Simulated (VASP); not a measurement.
Input:

```
CELL_PARAMETERS angstrom
      3.64000     0.00000     0.00000
      0.00000     4.30000     0.00000
      0.00000     0.00000    16.67823
ATOMIC_POSITIONS crystal
  Ge 0.75000 0.87230 0.58029
  Ge 0.25000 0.37230 0.41971
  S  0.25000 0.50230 0.56246
  S  0.75000 0.00230 0.43754
```

The numbers are results of PBE GGA, VASP's PBE PAW potentials (set 64) (plane waves; VASP), not measurements. Numerical set-up: 300 eV cut-off, 5×4×1 Γ-centred mesh, Fermi-Dirac smearing of 0.10 eV, potentials Ge_d S.

The cell holds a wide vacuum, so values per volume refer to the whole cell.

Give the energies of bands 14 to 23 at the high-symmetry points, in eV from the valence-band maximum.

```csv
band,Γ,X,Z,U
14,-4.73,-8.09,-7.74,-7.79
15,-4.45,-3.26,-2.63,-4.43
16,-3.57,-3.26,-2.63,-4.43
17,-3.11,-2.21,-2.17,-3.81
18,-1.73,-2.21,-2.17,-3.81
19,-1.68,-1.12,-0.44,-1.35
20,0.00,-1.12,-0.44,-1.35
21,1.45,1.97,2.30,3.30
22,2.79,1.97,2.30,3.30
23,3.50,2.88,3.60,4.86
```

The gap is direct, 1.45 eV, from the valence maximum at Γ to the conduction minimum at Γ.

The cell is a sheet with vacuum, built from a generated structure.
